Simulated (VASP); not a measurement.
These are revPBE GGA, VASP's PBE PAW potentials (set 64) (plane waves; VASP 6.6.1) values and carry that method's errors.

VASP ran on this input.

### INCAR
```
SYSTEM=MnF2
PREC=Accurate; ENCUT=520; LREAL=.False.
LASPH=.True.
EDIFF=1E-7; NELM=100; ALGO=Normal
LMAXMIX=4
ISMEAR=0; SIGMA=0.05
GGA=RE
MAGMOM=4.6 -4.6 -0.0 2*0.0 -0.0
ISPIN=2
IBRION=2; NSW=30; ISIF=4
EDIFFG=-0.01
LWAVE=.False.; LCHARG=.False.; LORBIT=10
```

File KPOINTS:
```
Automatic mesh
0
Gamma
5 5 7
0 0 0
```

**POSCAR**
```
MnF2
1
    5.0526578850     0.0000000000     0.0000000000
    0.0000000000     5.0526578850     0.0000000000
    0.0000000000     0.0000000000     3.3879667495
Mn F
2 4
Direct
  0.0000000000   0.0000000000   0.0000000000
  0.5000000000   0.5000000000   0.5000000000
  0.3042313058   0.3042313058   1.0000000000
  0.8042313058   0.1957686942   0.5000000000
  0.1957686942   0.8042313058   0.5000000000
  0.6957686942   0.6957686942   0.0000000000
```

POTCAR, in this order: Mn_pv F (PBE.64 set). Program: vasp_std.

The resulting files:

OSZICAR:
```
       N       E                     dE             d eps       ncg     rms          rms(c)
DAV:   1     0.692403309844E+03    0.69240E+03   -0.31542E+04  3200   0.186E+03
DAV:   2     0.294949510039E+02   -0.66291E+03   -0.63914E+03  3504   0.531E+02
DAV:   3    -0.403586567738E+02   -0.69854E+02   -0.69273E+02  3512   0.179E+02
DAV:   4    -0.420983916680E+02   -0.17397E+01   -0.17143E+01  3648   0.288E+01
DAV:   5    -0.421270944971E+02   -0.28703E-01   -0.28700E-01  3296   0.426E+00    0.186E+01
DAV:   6    -0.378741632709E+02    0.42529E+01   -0.28315E+01  3696   0.371E+01    0.135E+01
DAV:   7    -0.380394421874E+02   -0.16528E+00   -0.19937E+00  3328   0.101E+01    0.933E+00
DAV:   8    -0.378443490074E+02    0.19509E+00   -0.56633E-01  3320   0.681E+00    0.298E+00
DAV:   9    -0.380652454035E+02   -0.22090E+00   -0.13650E-01  3736   0.399E+00    0.914E-01
DAV:  10    -0.380724021850E+02   -0.71568E-02   -0.24582E-02  3224   0.103E+00    0.160E-01
DAV:  11    -0.380732429773E+02   -0.84079E-03   -0.11575E-03  3664   0.309E-01    0.765E-02
DAV:  12    -0.380737389658E+02   -0.49599E-03   -0.30562E-04  3368   0.123E-01    0.551E-02
DAV:  13    -0.380738398728E+02   -0.10091E-03   -0.10791E-04  3480   0.689E-02    0.183E-02
DAV:  14    -0.380738630486E+02   -0.23176E-04   -0.39716E-05  3528   0.434E-02    0.558E-03
DAV:  15    -0.380738639815E+02   -0.93292E-06   -0.24394E-06  3320   0.113E-02    0.275E-03
DAV:  16    -0.380738651062E+02   -0.11247E-05   -0.11711E-06  3128   0.687E-03    0.126E-03
DAV:  17    -0.380738650594E+02    0.46793E-07   -0.47198E-08  2120   0.175E-03
   1 F= -.38073865E+02 E0= -.38073865E+02  d E =-.380739E+02  mag=     0.0000
       N       E                     dE             d eps       ncg     rms          rms(c)
DAV:   1    -0.380751873058E+02   -0.13222E-02   -0.13387E-01  3072   0.279E+00    0.269E-01
DAV:   2    -0.380746711637E+02    0.51614E-03   -0.32677E-03  3552   0.442E-01    0.161E-01
DAV:   3    -0.380744023525E+02    0.26881E-03   -0.31273E-04  3936   0.152E-01    0.877E-02
DAV:   4    -0.380743644642E+02    0.37888E-04   -0.10178E-04  3608   0.725E-02    0.262E-02
DAV:   5    -0.380743657035E+02   -0.12393E-05   -0.78174E-06  3192   0.188E-02    0.165E-02
DAV:   6    -0.380743662792E+02   -0.57573E-06   -0.10034E-06  3728   0.783E-03    0.710E-03
DAV:   7    -0.380743664804E+02   -0.20119E-06   -0.21054E-07  2792   0.361E-03    0.114E-03
DAV:   8    -0.380743665100E+02   -0.29560E-07   -0.26261E-08  1664   0.132E-03
   2 F= -.38074367E+02 E0= -.38074367E+02  d E =-.501451E-03  mag=     0.0000
       N       E                     dE             d eps       ncg     rms          rms(c)
DAV:   1    -0.380820258070E+02   -0.76593E-02   -0.11480E+00  3072   0.817E+00    0.790E-01
DAV:   2    -0.380775992561E+02    0.44266E-02   -0.27986E-02  3552   0.130E+00    0.472E-01
DAV:   3    -0.380753070405E+02    0.22922E-02   -0.26507E-03  3928   0.444E-01    0.259E-01
DAV:   4    -0.380749712581E+02    0.33578E-03   -0.88091E-04  3600   0.213E-01    0.765E-02
DAV:   5    -0.380749819391E+02   -0.10681E-04   -0.68720E-05  3176   0.555E-02    0.481E-02
DAV:   6    -0.380749866652E+02   -0.47261E-05   -0.87097E-06  3688   0.229E-02    0.206E-02
DAV:   7    -0.380749882503E+02   -0.15851E-05   -0.18626E-06  3512   0.105E-02    0.343E-03
DAV:   8    -0.380749884691E+02   -0.21888E-06   -0.17923E-07  2584   0.316E-03    0.138E-03
DAV:   9    -0.380749885444E+02   -0.75218E-07   -0.51114E-08  1736   0.189E-03
   3 F= -.38074989E+02 E0= -.38074989E+02  d E =-.112348E-02  mag=     0.0000
```

File OUTCAR:
```
------------------------ aborting loop because EDIFF is reached ----------------------------------------
  FORCE on cell =-STRESS in cart. coord.  units (eV):
  Direction    XX          YY          ZZ          XY          YZ          ZX
  --------------------------------------------------------------------------------------
  Total       -1.0938296     -1.0938296     -1.0734749      0.0000000      0.0000000      0.0000000
  in kB      -20.2619547    -20.2619547    -19.8849066      0.0000000      0.0000000      0.0000000
  external PRESSURE =     -20.1362720 kB  Pullay stress =       0.0000000 kB
  volume of cell :       86.49
      direct lattice vectors                 reciprocal lattice vectors
     5.067406525  0.000000000  0.000000000     0.197339605  0.000000000  0.000000000
     0.000000000  5.067406525  0.000000000    -0.000000000  0.197339605  0.000000000
     0.000000000  0.000000000  3.368274157     0.000000000  0.000000000  0.296887947
 POSITION                                       TOTAL-FORCE (eV/Angst)
 -----------------------------------------------------------------------------------
      0.00000      0.00000      0.00000         0.000000     -0.000000     -0.000000
      2.53370      2.53370      1.68414         0.000000     -0.000000     -0.000000
      1.54558      1.54558      0.00000         0.003301      0.003301      0.000000
      4.07928      0.98812      1.68414         0.003301     -0.003301     -0.000000
      0.98812      4.07928      1.68414        -0.003301      0.003301     -0.000000
      3.52183      3.52183      0.00000        -0.003301     -0.003301     -0.000000
 -----------------------------------------------------------------------------------
    total drift:                               -0.000000     -0.000000      0.000000
  FREE ENERGIE OF THE ION-ELECTRON SYSTEM (eV)
  ---------------------------------------------------
  free  energy   TOTEN  =       -38.0749885444 eV

  energy  without entropy=      -38.0749885444  energy(sigma->0) =      -38.07498854

 total charge

# of ion       s       p       d       tot
------------------------------------------
    1        0.143   6.116   4.920  11.179
    2        0.143   6.116   4.920  11.179
    3        1.737   4.358   0.000   6.095
    4        1.737   4.358   0.000   6.095
    5        1.737   4.358   0.000   6.095
    6        1.737   4.358   0.000   6.095
--------------------------------------------------
tot          7.233  29.665   9.841  46.738

 magnetization (x)

# of ion       s       p       d       tot
------------------------------------------
    1        0.018   0.016   4.544   4.578
    2       -0.018  -0.016  -4.544  -4.578
    3       -0.002  -0.023   0.000  -0.025
    4        0.002   0.023   0.000   0.025
    5        0.002   0.023   0.000   0.025
    6       -0.002  -0.023   0.000  -0.025
--------------------------------------------------
tot         -0.000   0.000   0.000  -0.000

 reached required accuracy - stopping structural energy minimisation
```
(Selected blocks of OUTCAR.)

CONTCAR:
```
MnF2
   1.00000000000000
     5.0674065247349160    0.0000000000000000    0.0000000000000000
     0.0000000000000000    5.0674065247349160    0.0000000000000000
     0.0000000000000000    0.0000000000000000    3.3682741571562649
  Mn              F
     2     4
Direct
     0.0000000000000000    0.0000000000000000    0.0000000000000000
     0.5000000000000000    0.5000000000000000    0.5000000000000000
     0.3050038948311256    0.3050038948311256    0.0000000000000000
     0.8050038948311256    0.1949961051688744    0.5000000000000000
     0.1949961051688744    0.8050038948311256    0.5000000000000000
     0.6949961051688744    0.6949961051688744    0.0000000000000000
```

The compound is MnF2 in the rutile structure. This cell is one point of a volume scan, at 1.03 of the reference volume. Symmetry was kept, so distortions that lower it aren't found.
